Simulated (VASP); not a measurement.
Input:

```
CELL_PARAMETERS angstrom
      1.59544    -2.76338     0.00000
      1.59544     2.76338     0.00000
      0.00000     0.00000     5.09140
ATOMIC_POSITIONS crystal
  Mg 0.33333 0.66667 0.25000
  Mg 0.66667 0.33333 0.75000
```

Method: PBEsol GGA, VASP's PBE PAW potentials (set 64) (plane waves; VASP). Numerical set-up: 520 eV cut-off, 15×15×8 Γ-centred mesh, tetrahedra with Blöchl corrections, potentials Mg.

**Question.** Predict the energy per atom (σ→0), band gap (on the k-mesh) with the smallest direct gap where there is one.

**Answer.** 
```yaml
band gap (on the k-mesh): none (metal, semimetal or under 0.01 eV)
energy per atom (σ→0): -1.724 eV/atom
```

The absolute energy has meaning only against runs of the same code, potentials and settings.

The compound is Mg in the hcp structure. It was relaxed first.
